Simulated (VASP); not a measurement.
VASP input:

**INCAR**
```
ALGO  =  Normal
PREC  =  Accurate
NELM  =  100
ISMEAR  =  1
ENCUT  =  520   # plane-wave cut-off (eV)
LCHARG  =  .False.
IBRION  =  2   # conjugate gradients
SIGMA  =  0.1   # width (eV)
ISIF  =  3   # ions, shape and volume
EDIFFG  =  -0.01   # ionic stop
NSW  =  60
LREAL  =  .False.   # projection in real space or not
GGA  =  PS
SYSTEM  =  B
LWAVE  =  .False.
LASPH  =  .True.
EDIFF  =  1E-6
```

KPOINTS:
```
Automatic mesh
0
Gamma
19 19 19
0 0 0
```

**POSCAR**
```
B
1
    0.0000000000     1.4341920000     1.4341920000
    1.4341920000     0.0000000000     1.4341920000
    1.4341920000     1.4341920000     0.0000000000
B
1
Direct
  0.0000000000   0.0000000000   0.0000000000
```

POTCAR, in this order: B (PBE.64 set). Program: vasp_std.

Question: Write an equivalent input for Quantum ESPRESSO's pw.x.

Answer: One equivalent input (not run):
```
&CONTROL
  calculation = 'vc-relax'
  pseudo_dir = './pseudo'
  outdir = './out'
  tprnfor = .true.
  tstress = .true.
  nstep = 60
  forc_conv_thr = 0.00039
/
&SYSTEM
  ibrav = 0
  nat = 1
  ntyp = 1
  ecutwfc = 76
  occupations = 'smearing'
  smearing = 'methfessel-paxton'
  degauss = 0.00735
  input_dft = 'pbesol'
/
&ELECTRONS
  conv_thr = 7.3e-08
  electron_maxstep = 100
/
&IONS
/
&CELL
/
ATOMIC_SPECIES
  B 10.810 B.upf
CELL_PARAMETERS angstrom
     0.0000000    1.4341920    1.4341920
     1.4341920    0.0000000    1.4341920
     1.4341920    1.4341920    0.0000000
ATOMIC_POSITIONS crystal
  B    0.0000000  0.0000000  0.0000000
K_POINTS automatic
  19 19 19 0 0 0
```
What does not carry over: the potentials are each code's own (VASP's PAW set, PseudoDojo norm-conserving files in pw.x), so ENCUT and ecutwfc are chosen apart and not converted; conv_thr bounds pw.x's estimated SCF error, while EDIFF bounds the energy change between steps; forc_conv_thr acts on force components and is met together with etot_conv_thr.

The structure was generated: B was put into the fcc type (Fm-3m), which need not be its known phase. This run relaxes it. Symmetry was kept, so distortions that lower it aren't found.
